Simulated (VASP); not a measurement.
VASP ran on this input.

**POSCAR**
```
Tm
1
    1.7700000000    -3.0657300000     0.0000000000
    1.7700000000     3.0657300000     0.0000000000
    0.0000000000     0.0000000000     5.5500000000
Tm
2
Direct
  0.3333330000   0.6666670000   0.2500000000
  0.6666670000   0.3333330000   0.7500000000
```

### INCAR
```
SYSTEM = Tm
PREC = Accurate
ENCUT = 180
EDIFF = 1E-6
NELM = 100
ALGO = Normal
LREAL = .FALSE.
LASPH = .TRUE.
ISMEAR = 1
SIGMA = 0.1
GGA = PE
LMAXMIX = 6
LWAVE = .FALSE.
LCHARG = .FALSE.
ISIF = 3
IBRION = 2
NSW = 40
EDIFFG = -0.01
```

### KPOINTS
```
Automatic mesh
0
Gamma
9 9 5
0 0 0
```

POTCAR, in this order: Tm_3 (PBE.64 set). Program: vasp_std.

**Question.** Does this input run properly? What does VASP do?

**Answer.** There is a fault: ENCUT is too low for a cell relaxation, so Pulay stress biases the volume. The run ends without an error. Against the sound run, the energy per atom (σ→0) rises by 0.009 eV/atom; the pressure hardly moves; the volume decreases by 0.8 %.

standard output:
```
 POSCAR found type information on POSCAR Tm
 POSCAR found :  1 types and       2 ions
 Reading from existing POTCAR
 Reading from existing POTCAR
 LDA part: xc-table for (Slater+PW92), standard interpolation
 POSCAR, INCAR and KPOINTS ok, starting setup
 WAVECAR not read
 entering main loop
       N       E                     dE             d eps       ncg     rms          rms(c)
DAV:   1     0.299416606550E+02    0.29942E+02   -0.52969E+03  1008   0.674E+02
DAV:   2    -0.696257126524E+01   -0.36904E+02   -0.35763E+02  1116   0.221E+02
DAV:   3    -0.887319713142E+01   -0.19106E+01   -0.17327E+01  1460   0.358E+01
DAV:   4    -0.892202851211E+01   -0.48831E-01   -0.48530E-01  1366   0.552E+00
DAV:   5    -0.892372312638E+01   -0.16946E-02   -0.16943E-02  1490   0.853E-01    0.237E+01
DAV:   6    -0.891864899785E+01    0.50741E-02   -0.30289E-02  1439   0.190E+00    0.140E+01
DAV:   7    -0.893070449576E+01   -0.12055E-01   -0.53227E-02  1428   0.247E+00    0.361E-01
DAV:   8    -0.893044603637E+01    0.25846E-03   -0.30773E-03  1226   0.487E-01    0.914E-02
DAV:   9    -0.893046557502E+01   -0.19539E-04   -0.23230E-04  1524   0.151E-01    0.302E-02
DAV:  10    -0.893046685373E+01   -0.12787E-05   -0.29468E-05  1314   0.475E-02    0.410E-02
DAV:  11    -0.893046143646E+01    0.54173E-05   -0.31891E-06  1148   0.166E-02    0.285E-03
DAV:  12    -0.893046098889E+01    0.44757E-06   -0.22400E-07   753   0.528E-03
   1 F= -.89304610E+01 E0= -.89304487E+01  d E =-.893046E+01
 curvature:   0.00 expect dE= 0.000E+00 dE for cont linesearch  0.000E+00
 trial: gam= 0.00000 g(F)=  0.265E-41 g(S)=  0.775E-03 ort = 0.000E+00 (trialstep = 0.100E+01)
 search vector abs. value=  0.775E-03
 bond charge predicted
       N       E                     dE             d eps       ncg     rms          rms(c)
DAV:   1    -0.893209478911E+01   -0.16334E-02   -0.51237E-02   976   0.177E+00    0.179E-01
DAV:   2    -0.893134563217E+01    0.74916E-03   -0.17227E-03  1313   0.508E-01    0.995E-02
DAV:   3    -0.893096479779E+01    0.38083E-03   -0.43367E-04  1382   0.195E-01    0.499E-02
DAV:   4    -0.893096786302E+01   -0.30652E-05   -0.68619E-05  1370   0.626E-02    0.221E-02
DAV:   5    -0.893096671472E+01    0.11483E-05   -0.23735E-06   889   0.152E-02    0.551E-03
DAV:   6    -0.893096819828E+01   -0.14836E-05   -0.40956E-07   633   0.709E-03    0.901E-04
DAV:   7    -0.893096816737E+01    0.30911E-07   -0.11070E-07   618   0.438E-03
   2 F= -.89309682E+01 E0= -.89308525E+01  d E =-.507178E-03
 trial-energy change:   -0.000507  1 .order   -0.000505   -0.000775   -0.000234
 step:   1.4332(harm=  1.4332)  dis= 0.00000  next Energy=    -8.931016 (dE=-0.555E-03)
 bond charge predicted
       N       E                     dE             d eps       ncg     rms          rms(c)
DAV:   1    -0.893123065173E+01   -0.26245E-03   -0.96085E-03   971   0.768E-01    0.780E-02
DAV:   2    -0.893108675746E+01    0.14389E-03   -0.32282E-04  1313   0.220E-01    0.429E-02
DAV:   3    -0.893101741808E+01    0.69339E-04   -0.82481E-05  1397   0.846E-02    0.206E-02
DAV:   4    -0.893101861799E+01   -0.11999E-05   -0.13022E-05  1225   0.271E-02    0.929E-03
DAV:   5    -0.893101823072E+01    0.38726E-06   -0.34420E-07   608   0.644E-03
   3 F= -.89310182E+01 E0= -.89308518E+01  d E =-.557242E-03
 curvature:  -0.72 expect dE=-0.118E-05 dE for cont linesearch -0.684E-09
 trial: gam= 0.00323 g(F)=  0.136E-40 g(S)=  0.165E-05 ort =-0.860E-06 (trialstep = 0.109E+01)
 search vector abs. value=  0.165E-05
 reached required accuracy - stopping structural energy minimisation
```

OUTCAR:
```
------------------------ aborting loop because EDIFF is reached ----------------------------------------
  FORCE on cell =-STRESS in cart. coord.  units (eV):
  Direction    XX          YY          ZZ          XY          YZ          ZX
  --------------------------------------------------------------------------------------
  Total       -0.0045955     -0.0045955     -0.0050998      0.0000000      0.0000000      0.0000000
  in kB       -0.1221442     -0.1221442     -0.1355493      0.0000000      0.0000000      0.0000000
  external PRESSURE =      -0.1266126 kB  Pullay stress =       0.0000000 kB
  volume of cell :       60.28
      direct lattice vectors                 reciprocal lattice vectors
     1.774933819 -3.074275627  0.000000000     0.281700644 -0.162639939  0.000000000
     1.774933819  3.074275627  0.000000000     0.281700644  0.162639939  0.000000000
     0.000000000  0.000000000  5.523460932     0.000000000  0.000000000  0.181045908
 POSITION                                       TOTAL-FORCE (eV/Angst)
 -----------------------------------------------------------------------------------
      1.77493      1.02476      1.38087        -0.000000      0.000000      0.000000
      1.77493     -1.02476      4.14260         0.000000     -0.000000      0.000000
 -----------------------------------------------------------------------------------
    total drift:                               -0.000001      0.000070     -0.000012
  FREE ENERGIE OF THE ION-ELECTRON SYSTEM (eV)
  ---------------------------------------------------
  free  energy   TOTEN  =        -8.9310182307 eV

  energy  without entropy=       -8.9305188153  energy(sigma->0) =       -8.93085176

 reached required accuracy - stopping structural energy minimisation
```
(Selected blocks of OUTCAR.)

To mend it, set ENCUT = 400.

The mended run (PBE GGA, plane waves, VASP's PBE PAW potentials (set 64)) converges, and its OSZICAR ends with
```
   5 F= -.89496362E+01 E0= -.89494115E+01  d E =-.977990E-04
```

The compound is Tm in the hcp structure. The 4f electrons are frozen in the core of the lanthanide potential, so 4f levels, which can set the real gap, and their magnetism are missing.
